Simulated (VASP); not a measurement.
# A VASP study of BaMnO3 (PBEsol + U): structure first, properties next, part 7 of 7

What structure and properties does PBEsol + U give BaMnO3, and how near are they to the measured ones? The start is a computed cell from the Materials Project.

VASP 6.6.1; PBEsol, DFT+U (Mn d 3 eV), spin-polarised from a ferromagnetic start; plane waves and PAW (Ba_sv, Mn_pv, O).

Still holding for the runs below: The magnetic state follows from one typed start and may not be the lowest. The valence top and the conduction bottom belong to opposite spins.

So far, gap on the k-mesh (eV): step 2 (full relaxation (PBEsol + U)) 1.45; step 5 (density of states (PBEsol + U)) 1.45. The relaxed cell has a = 5.690, c = 4.906 Å (conventional setting).

### 7. Electric field gradients (PBEsol + U)

Field gradients probe how far the charge around each nucleus departs from cubic symmetry; LASPH keeps the non-spherical terms inside the spheres.

INCAR reads:

```
SYSTEM = BaMnO3
PREC = Accurate
ENCUT = 520
EDIFF = 1E-07
NELM = 100
ISMEAR = 0
SIGMA = 0.05
LREAL = .FALSE.
ALGO = Normal
GGA = PS
NBANDS = 60
ISPIN = 2
MAGMOM = 0.004 0.004 2.948 2.948 -0.01 -0.01 -0.01 -0.01 -0.01 -0.01
LDAU = .TRUE.
LDAUTYPE = 2
LDAUL = -1 2 -1
LDAUU = 0 3 0
LDAUJ = 0 0 0
LDAUPRINT = 1
LASPH = .TRUE.
LMAXMIX = 4
LORBIT = 11
LWAVE = .FALSE.
LCHARG = .FALSE.
KPAR = 8
LEFG = .TRUE.
```

POSCAR reads:

```
BaMnO3
1.0
    5.6901590181      0.0000000000      0.0000000000
   -2.8450795090      4.9278222612      0.0000000000
    0.0000000000      0.0000000000      4.9062123212
Ba Mn O
2 2 6
Direct
    0.6666666700      0.3333333300      0.7585902999
    0.3333333300      0.6666666700      0.2585902899
    0.0000000000      0.0000000000      0.4606617244
    0.0000000000      0.0000000000      0.9606617244
    0.1485262014      0.8514737986      0.7089546786
    0.1485261914      0.2970523927      0.7089546786
    0.7029476073      0.8514737986      0.7089546786
    0.8514737986      0.1485261914      0.2089546786
    0.8514737986      0.7029476073      0.2089546786
    0.2970523927      0.1485262014      0.2089546786
```

KPOINTS reads:

```
Automatic mesh
0
Gamma
5 5 5
0 0 0
```

Potentials, in the order of the species: Ba_sv, Mn_pv and O (PBE family, release 64).

Launch:

```bash
mpirun -np 8 vasp_std
```

Log:

```text
[... set-up lines as in an earlier step ...]
 entering main loop
       N       E                     dE             d eps       ncg     rms          rms(c)
[... 17 cycles as in an earlier step ...]
DAV:  18    -0.736886459150E+02   -0.27456E-07   -0.73227E-07  3812   0.525E-03
ion   1
     0.0000000     0.0000000    -0.0000000    -1.1661212    -0.0000000     0.0000000
     0.0000600     0.0000000    -0.0000000    -1.1661212    -0.0000000     0.0000000
     0.0000826     0.0000000    -0.0000000    -1.1661212    -0.0000000     0.0000000
     0.0001137     0.0000000    -0.0000000    -1.1661212    -0.0000000     0.0000000
     0.0001566     0.0000000    -0.0000000    -1.1661212    -0.0000000     0.0000000

     0.0000000     0.0000001    -0.0000000   -85.4817872    -0.0000000     0.0000001
     0.0000600     0.0000001    -0.0000000   -85.4595479    -0.0000000     0.0000001
     0.0000826     0.0000001    -0.0000000   -85.4481837    -0.0000000     0.0000001
     0.0001137     0.0000001    -0.0000000   -85.4303819    -0.0000000     0.0000001
     0.0001566     0.0000001    -0.0000000   -85.4026193    -0.0000000     0.0000001

ion   2
     0.0000000     0.0000000     0.0000000    -1.1661212     0.0000000     0.0000000
     0.0000600     0.0000000     0.0000000    -1.1661212     0.0000000     0.0000000
     0.0000826     0.0000000     0.0000000    -1.1661212     0.0000000     0.0000000
     0.0001137     0.0000000     0.0000000    -1.1661212     0.0000000     0.0000000
     0.0001566     0.0000000     0.0000000    -1.1661212     0.0000000     0.0000000

     0.0000000     0.0000001     0.0000000   -85.4817872     0.0000000     0.0000001
     0.0000600     0.0000001     0.0000000   -85.4595479     0.0000000     0.0000001
     0.0000826     0.0000001     0.0000000   -85.4481837     0.0000000     0.0000001
     0.0001137     0.0000001     0.0000000   -85.4303819     0.0000000     0.0000001
     0.0001566     0.0000001     0.0000000   -85.4026193     0.0000000     0.0000001

ion   3
     0.0000000     0.0000000     0.0000000    -2.0139873     0.0000000     0.0000000
     0.0000442     0.0000000     0.0000000    -2.0139873     0.0000000     0.0000000
     0.0000608     0.0000000     0.0000000    -2.0139872     0.0000000     0.0000000
     0.0000838     0.0000000     0.0000000    -2.0139872     0.0000000     0.0000000
     0.0001154     0.0000000     0.0000000    -2.0139870     0.0000000     0.0000000

     0.0000000     0.0000001     0.0000000    18.3894017     0.0000000     0.0000001
     0.0000442     0.0000001     0.0000000    18.3890015     0.0000000     0.0000001
     0.0000608     0.0000001     0.0000000    18.3887687     0.0000000     0.0000001
     0.0000838     0.0000001     0.0000000    18.3883867     0.0000000     0.0000001
     0.0001154     0.0000001     0.0000000    18.3877637     0.0000000     0.0000001

ion   4
     0.0000000     0.0000000    -0.0000000    -2.0139873    -0.0000000     0.0000000
     0.0000442     0.0000000    -0.0000000    -2.0139873    -0.0000000     0.0000000
     0.0000608     0.0000000    -0.0000000    -2.0139872    -0.0000000     0.0000000
     0.0000838     0.0000000    -0.0000000    -2.0139872    -0.0000000     0.0000000
     0.0001154     0.0000000    -0.0000000    -2.0139870    -0.0000000     0.0000000

     0.0000000     0.0000001    -0.0000000    18.3894017    -0.0000000     0.0000001
     0.0000442     0.0000001    -0.0000000    18.3890015    -0.0000000     0.0000001
     0.0000608     0.0000001    -0.0000000    18.3887687    -0.0000000     0.0000001
     0.0000838     0.0000001    -0.0000000    18.3883867    -0.0000000     0.0000001
     0.0001154     0.0000001    -0.0000000    18.3877637    -0.0000000     0.0000001

ion   5
     0.0000000    14.1371701     0.2889055    -9.9594642    -0.5003990    -8.1620990
     0.0000293    14.1371700     0.2889055    -9.9594642    -0.5003990    -8.1620989
     0.0000403    14.1371699     0.2889055    -9.9594641    -0.5003990    -8.1620988
     0.0000555    14.1371697     0.2889055    -9.9594640    -0.5003990    -8.1620987
     0.0000765    14.1371694     0.2889055    -9.9594637    -0.5003990    -8.1620985

     0.0000000    42.6931596     0.7238733   -29.5621284    -1.2537853   -24.6489072
     0.0000293    42.6931488     0.7238731   -29.5621209    -1.2537850   -24.6489009
     0.0000403    42.6931415     0.7238730   -29.5621160    -1.2537848   -24.6488968
     0.0000555    42.6931292     0.7238728   -29.5621075    -1.2537845   -24.6488896
     0.0000765    42.6931085     0.7238725   -29.5620932    -1.2537840   -24.6488777

ion   6
     0.0000000     0.0000000    -0.5778110    -9.9594642    -0.0000000    16.3241979
     0.0000293     0.0000000    -0.5778110    -9.9594642    -0.0000000    16.3241978
     0.0000403     0.0000000    -0.5778110    -9.9594641    -0.0000000    16.3241977
     0.0000555     0.0000000    -0.5778110    -9.9594640    -0.0000000    16.3241975
     0.0000765     0.0000000    -0.5778110    -9.9594637    -0.0000000    16.3241971

     0.0000000     0.0000000    -1.4477466   -29.5621284    -0.0000000    49.2978144
     0.0000293     0.0000000    -1.4477462   -29.5621209    -0.0000000    49.2978019
     0.0000403     0.0000000    -1.4477460   -29.5621160    -0.0000000    49.2977935
     0.0000555     0.0000000    -1.4477456   -29.5621075    -0.0000000    49.2977793
     0.0000765     0.0000000    -1.4477450   -29.5620932    -0.0000000    49.2977553

ion   7
     0.0000000   -14.1371701     0.2889055    -9.9594642     0.5003990    -8.1620990
     0.0000293   -14.1371700     0.2889055    -9.9594642     0.5003990    -8.1620989
     0.0000403   -14.1371699     0.2889055    -9.9594641     0.5003990    -8.1620988
     0.0000555   -14.1371697     0.2889055    -9.9594640     0.5003990    -8.1620987
     0.0000765   -14.1371693     0.2889055    -9.9594637     0.5003990    -8.1620985

     0.0000000   -42.6931596     0.7238733   -29.5621284     1.2537853   -24.6489072
     0.0000293   -42.6931488     0.7238731   -29.5621209     1.2537850   -24.6489009
     0.0000403   -42.6931415     0.7238730   -29.5621160     1.2537848   -24.6488968
     0.0000555   -42.6931292     0.7238728   -29.5621075     1.2537845   -24.6488896
     0.0000765   -42.6931084     0.7238725   -29.5620932     1.2537840   -24.6488777

ion   8
     0.0000000    14.1371701    -0.2889055    -9.9594642     0.5003990    -8.1620990
     0.0000293    14.1371700    -0.2889055    -9.9594642     0.5003990    -8.1620989
     0.0000403    14.1371699    -0.2889055    -9.9594641     0.5003990    -8.1620988
     0.0000555    14.1371697    -0.2889055    -9.9594640     0.5003990    -8.1620987
     0.0000765    14.1371694    -0.2889055    -9.9594637     0.5003990    -8.1620985

     0.0000000    42.6931596    -0.7238733   -29.5621284     1.2537853   -24.6489072
     0.0000293    42.6931488    -0.7238731   -29.5621209     1.2537850   -24.6489009
     0.0000403    42.6931415    -0.7238730   -29.5621160     1.2537848   -24.6488968
     0.0000555    42.6931292    -0.7238728   -29.5621075     1.2537845   -24.6488896
     0.0000765    42.6931085    -0.7238725   -29.5620932     1.2537840   -24.6488777

ion   9
     0.0000000     0.0000000     0.5778110    -9.9594642     0.0000000    16.3241979
     0.0000293     0.0000000     0.5778110    -9.9594642     0.0000000    16.3241978
     0.0000403     0.0000000     0.5778110    -9.9594641     0.0000000    16.3241977
     0.0000555     0.0000000     0.5778110    -9.9594640     0.0000000    16.3241975
     0.0000765     0.0000000     0.5778110    -9.9594637     0.0000000    16.3241971

     0.0000000     0.0000000     1.4477466   -29.5621284     0.0000000    49.2978144
     0.0000293     0.0000000     1.4477462   -29.5621209     0.0000000    49.2978019
     0.0000403     0.0000000     1.4477460   -29.5621160     0.0000000    49.2977935
     0.0000555     0.0000000     1.4477456   -29.5621075     0.0000000    49.2977793
     0.0000765     0.0000000     1.4477450   -29.5620932     0.0000000    49.2977553

ion  10
     0.0000000   -14.1371701    -0.2889055    -9.9594642    -0.5003990    -8.1620990
     0.0000293   -14.1371700    -0.2889055    -9.9594642    -0.5003990    -8.1620989
     0.0000403   -14.1371699    -0.2889055    -9.9594641    -0.5003990    -8.1620988
     0.0000555   -14.1371697    -0.2889055    -9.9594640    -0.5003990    -8.1620987
     0.0000765   -14.1371693    -0.2889055    -9.9594637    -0.5003990    -8.1620985

     0.0000000   -42.6931596    -0.7238733   -29.5621284    -1.2537853   -24.6489072
     0.0000293   -42.6931488    -0.7238731   -29.5621209    -1.2537850   -24.6489009
     0.0000403   -42.6931415    -0.7238730   -29.5621160    -1.2537848   -24.6488968
     0.0000555   -42.6931292    -0.7238728   -29.5621075    -1.2537845   -24.6488896
     0.0000765   -42.6931084    -0.7238725   -29.5620932    -1.2537840   -24.6488777

   1 F= -.73688646E+02 E0= -.73688646E+02  d E =-.452164E-18  mag=     6.0001
```

Wall time 38 s (8 MPI ranks of AMD EPYC 9R45, shared host); peak memory 3.2 GiB; 4.9 min of CPU time.

From OUTCAR (step 7):

```text
   NELECT =      82.0000    total number of electrons

atom =   3  type =  2  l = 2

 onsite density matrix

spin component  1

spin component  2

  0.1732  0.0000 -0.0000 -0.1123  0.0000
  0.0000  0.2790  0.0000  0.0000 -0.1123
 -0.0000  0.0000  0.1345  0.0000 -0.0000
 -0.1123  0.0000  0.0000  0.2790 -0.0000
  0.0000 -0.1123 -0.0000 -0.0000  0.1732

 occupancies and eigenvectors

  o =  0.1020  v =  0.0000  0.0000  0.0000  0.0000  0.0000  0.3321 -0.4925 -0.0000  0.2107 -0.7764      0.0000  0.0000  0.0000  0.0000  0.0000  0.0000  0.0000  0.0000  0.0000  0.0000
  o =  0.1020  v =  0.0000  0.0000  0.0000  0.0000  0.0000  0.7764  0.2107  0.0000  0.4925  0.3321      0.0000  0.0000  0.0000  0.0000  0.0000  0.0000  0.0000  0.0000  0.0000  0.0000
  o =  0.1345  v =  0.0000  0.0000  0.0000  0.0000  0.0000  0.0000  0.0000 -1.0000  0.0000  0.0000      0.0000  0.0000  0.0000  0.0000  0.0000  0.0000  0.0000  0.0000  0.0000  0.0000
  o =  0.3502  v =  0.0000  0.0000  0.0000  0.0000  0.0000  0.2108  0.7763  0.0000 -0.3323 -0.4925      0.0000  0.0000  0.0000  0.0000  0.0000  0.0000  0.0000  0.0000  0.0000  0.0000
  o =  0.3502  v =  0.0000  0.0000  0.0000  0.0000  0.0000 -0.4925  0.3323  0.0000  0.7763 -0.2108      0.0000  0.0000  0.0000  0.0000  0.0000  0.0000  0.0000  0.0000  0.0000  0.0000
  o =  0.5250  v = -0.2106 -0.7765  0.0000  0.3323  0.4922  0.0000  0.0000  0.0000  0.0000  0.0000      0.0000  0.0000  0.0000  0.0000  0.0000  0.0000  0.0000  0.0000  0.0000  0.0000
  o =  0.5250  v = -0.4922  0.3323 -0.0000  0.7765 -0.2106  0.0000  0.0000  0.0000  0.0000  0.0000      0.0000  0.0000  0.0000  0.0000  0.0000  0.0000  0.0000  0.0000  0.0000  0.0000
  o =  0.9583  v =  0.3323 -0.4922 -0.0000  0.2107 -0.7765  0.0000  0.0000  0.0000  0.0000  0.0000      0.0000  0.0000  0.0000  0.0000  0.0000  0.0000  0.0000  0.0000  0.0000  0.0000
  o =  0.9583  v =  0.7765  0.2107  0.0000  0.4922  0.3323  0.0000  0.0000  0.0000  0.0000  0.0000      0.0000  0.0000  0.0000  0.0000  0.0000  0.0000  0.0000  0.0000  0.0000  0.0000
  o =  0.9716  v = -0.0000 -0.0000  1.0000 -0.0000 -0.0000  0.0000  0.0000  0.0000  0.0000  0.0000      0.0000  0.0000  0.0000  0.0000  0.0000  0.0000  0.0000  0.0000  0.0000  0.0000

atom =   4  type =  2  l = 2

 onsite density matrix

spin component  1

spin component  2

  0.1732 -0.0000 -0.0000  0.1123  0.0000
 -0.0000  0.2790 -0.0000  0.0000  0.1123
 -0.0000 -0.0000  0.1345 -0.0000 -0.0000
  0.1123  0.0000 -0.0000  0.2790  0.0000
  0.0000  0.1123 -0.0000  0.0000  0.1732

 occupancies and eigenvectors

  o =  0.1020  v =  0.0000  0.0000  0.0000  0.0000  0.0000  0.3321  0.4925 -0.0000 -0.2107 -0.7764      0.0000  0.0000  0.0000  0.0000  0.0000  0.0000  0.0000  0.0000  0.0000  0.0000
  o =  0.1020  v =  0.0000  0.0000  0.0000  0.0000  0.0000  0.7764 -0.2107  0.0000 -0.4925  0.3321      0.0000  0.0000  0.0000  0.0000  0.0000  0.0000  0.0000  0.0000  0.0000  0.0000
  o =  0.1345  v =  0.0000  0.0000  0.0000  0.0000  0.0000  0.0000 -0.0000 -1.0000 -0.0000  0.0000      0.0000  0.0000  0.0000  0.0000  0.0000  0.0000  0.0000  0.0000  0.0000  0.0000
  o =  0.3502  v =  0.0000  0.0000  0.0000  0.0000  0.0000  0.2108 -0.7763  0.0000  0.3322 -0.4925      0.0000  0.0000  0.0000  0.0000  0.0000  0.0000  0.0000  0.0000  0.0000  0.0000
  o =  0.3502  v =  0.0000  0.0000  0.0000  0.0000  0.0000 -0.4925 -0.3322  0.0000 -0.7763 -0.2108      0.0000  0.0000  0.0000  0.0000  0.0000  0.0000  0.0000  0.0000  0.0000  0.0000
  o =  0.5250  v = -0.2106  0.7765  0.0000 -0.3323  0.4922  0.0000  0.0000  0.0000  0.0000  0.0000      0.0000  0.0000  0.0000  0.0000  0.0000  0.0000  0.0000  0.0000  0.0000  0.0000
  o =  0.5250  v = -0.4922 -0.3323 -0.0000 -0.7765 -0.2106  0.0000  0.0000  0.0000  0.0000  0.0000      0.0000  0.0000  0.0000  0.0000  0.0000  0.0000  0.0000  0.0000  0.0000  0.0000
  o =  0.9583  v =  0.3323  0.4922 -0.0000 -0.2107 -0.7765  0.0000  0.0000  0.0000  0.0000  0.0000      0.0000  0.0000  0.0000  0.0000  0.0000  0.0000  0.0000  0.0000  0.0000  0.0000
  o =  0.9583  v =  0.7765 -0.2107  0.0000 -0.4922  0.3323  0.0000  0.0000  0.0000  0.0000  0.0000      0.0000  0.0000  0.0000  0.0000  0.0000  0.0000  0.0000  0.0000  0.0000  0.0000
  o =  0.9716  v = -0.0000  0.0000  1.0000  0.0000 -0.0000  0.0000  0.0000  0.0000  0.0000  0.0000      0.0000  0.0000  0.0000  0.0000  0.0000  0.0000  0.0000  0.0000  0.0000  0.0000

 E-fermi :   3.0971

 k-point     2 :       0.2000   -0.0000    0.0000
  band No.  band energies     occupation
    ...
     40       2.0732      1.00000
     41       2.2272      1.00000
     42       2.5432      1.00000
     43       2.5757      1.00000
     44       2.7807      1.00000
     45       5.2036      0.00000
     46       5.2396      0.00000
     47       5.7459      0.00000
     48       6.0238      0.00000
     49       8.9051      0.00000
    ...

 k-point     3 :       0.4000   -0.0000    0.0000
  band No.  band energies     occupation
    ...
     40       2.0537      1.00000
     41       2.1768      1.00000
     42       2.2557      1.00000
     43       2.3233      1.00000
     44       2.7307      1.00000
     45       5.3303      0.00000
     46       5.3486      0.00000
     47       5.4183      0.00000
     48       6.0100      0.00000
     49       8.8706      0.00000
    ...

  Total        0.0126051      0.0126051     -0.0132328      0.0000000      0.0000000      0.0000000
  in kB        0.1468018      0.1468018     -0.1541122      0.0000000      0.0000000      0.0000000
  external PRESSURE =       0.0464971 kB  Pullay stress =       0.0000000 kB

 POSITION                                       TOTAL-FORCE (eV/Angst)
 -----------------------------------------------------------------------------------
      2.84508      1.64261      3.72181        -0.000000      0.000000      0.000086
     -0.00000      3.28521      1.26870         0.000000      0.000000      0.000086
      0.00000      0.00000      2.26010        -0.000000      0.000000     -0.007334
      0.00000      0.00000      4.71321         0.000000      0.000000     -0.007334
     -1.57737      4.19591      3.47828        -0.002369      0.001368      0.002416
     -0.00000      1.46382      3.47828        -0.000000     -0.002736      0.002416
      1.57737      4.19591      3.47828         0.002369      0.001368      0.002416
      4.42245      0.73191      1.02518         0.002369     -0.001368      0.002416
      2.84508      3.46400      1.02518         0.000000      0.002736      0.002416
      1.26771      0.73191      1.02518        -0.002369     -0.001368      0.002416
 -----------------------------------------------------------------------------------
    total drift:                                0.000078      0.000049     -0.000310

  FREE ENERGIE OF THE ION-ELECTRON SYSTEM (eV)
  ---------------------------------------------------
  free  energy   TOTEN  =       -73.6886459150 eV

  energy  without entropy=      -73.6886459150  energy(sigma->0) =      -73.68864592

 Electric field gradients after diagonalization (V/A^2)
 (convention: |V_zz| > |V_xx| > |V_yy|)
----------------------------------------------------------------------
 ion       V_xx      V_yy      V_zz     asymmetry (V_yy - V_xx)/ V_zz
----------------------------------------------------------------------
   1     -53.436   -53.434   106.871       0.000
   2     -53.436   -53.434   106.871       0.000
   3      10.568    10.563   -21.131       0.000
   4      10.568    10.563   -21.131       0.000
   5      38.256    35.357   -73.613       0.039
   6      38.256    35.356   -73.612       0.039
   7      38.256    35.356   -73.612       0.039
   8      38.256    35.357   -73.613       0.039
   9      38.256    35.356   -73.612       0.039
  10      38.256    35.356   -73.612       0.039
----------------------------------------------------------------------

[... 15 parts as in an earlier step ...]

[... 10 further parts left out ...]
```

Numbers from this step:

```yaml
scf_cycles: 18
free_energy_toten: -73.6886 eV
fermi_energy: 3.097 eV
pressure: 0.004650 GPa
```

Electric field gradients, by row:

```
atom  Vxx (V/Å²)  Vyy (V/Å²)  Vzz (V/Å²)  asymmetry
 Ba1      -53.44      -53.43       106.9          0
 Ba2      -53.44      -53.43       106.9          0
 Mn3       10.57       10.56      -21.13          0
 Mn4       10.57       10.56      -21.13          0
  O5       38.26       35.36      -73.61      0.039
  O6       38.26       35.36      -73.61      0.039
  O7       38.26       35.36      -73.61      0.039
  O8       38.26       35.36      -73.61      0.039
  O9       38.26       35.36      -73.61      0.039
 O10       38.26       35.36      -73.61      0.039
```

The largest gradient, 106.87 V/Å², sits on Ba1 and like sites; times the quadrupole moment of a nucleus that has one, it gives the coupling that NMR and NQR see.

### 8. Results

| Property | Result |
| --- | --- |
| relaxed volume | 13.76 Å³/atom |
| relaxed conventional cell a, b, c | 5.690, 5.690, 4.906 Å; angles 90.0, 90.0, 120.0° |
| space group after relaxing, within 0.02 Å | P6_3mc (No. 186) |
| moment of the cell (7×7×7 mesh) | 6.00 μB |
| largest site moment (7×7×7 mesh) | 2.95 μB on Mn3 |
| band gap | 1.45 eV, between opposite spins |
| gap among the points of the DOS mesh alone, an upper bound | 1.45 eV |
| highest zone-centre mode | 661 cm⁻¹ |
| largest field gradient Vzz | 106.87 V/Å² on Ba1 |

**Reading.** With PBEsol + U, BaMnO3 relaxes to 13.76 Å³/atom in space group P6_3mc, has a gap of 1.45 eV between states of opposite spin and keeps moments of up to 2.95 μB (7×7×7 mesh). Band structure (PBEsol + U), spin up: The path shows an indirect gap of 2.26 eV (valence top at Γ, conduction bottom between L and M). The least direct gap is 2.31 eV. Band structure (PBEsol + U), spin down: On this path the gap is direct, 1.48 eV, with the valence top at Γ and the conduction bottom at Γ. Vibrations at Γ (PBEsol + U): The highest mode in this list at Γ, 661.3 cm⁻¹, has its largest share on Mn (52 % of the kinetic energy). Spin-orbit coupling is left out, and with elements this heavy it would split and shift bands near the edges, and it can change the kind of a small gap. Only the typed magnetic starts were tried, so the magnetic ground state may differ and with it the other results. Modes at Γ alone can't show that the crystal is stable at other wave vectors, and the LO-TO splitting is not included. No search among competing phases was made, and a listed structure need not be the one stable at ambient conditions. All values are for a static lattice at zero temperature.

Comparison with the measured values:

```
              quantity  measured   PBEsol, DFT+U
lattice constant a (Å)       5.7  5.690 (-0.2 %)
lattice constant c (Å)    4.8161  4.906 (+1.9 %)
```

Measured values from arxiv:2110.12821 (2021).

How well it matches: The lattice constant a is off by -0.2 %. The lattice constant c is off by +1.9 %. The magnetic state of these runs (an ordered one) need not be that of the sample, so the match is not graded. For lattice constants the calculation has a static lattice, without zero-point motion or thermal expansion (measured at up to 300 K).

[Lines on the potential files, build, host, timing and source positions are cut from VASP's logs without a mark.]

[Logs are printed without paths, hosts, clocks, repeated set-up lines and the standing remarks that a program may print on its own settings, such as how far it seeks lower states.]

[Hosts, paths, dates, database ids (printed as entryN), source tags and the programs' standing remarks are cut or masked in the printed files.]

[A measured line is paired with the nearest computed mode of its activity, which favours agreement.]
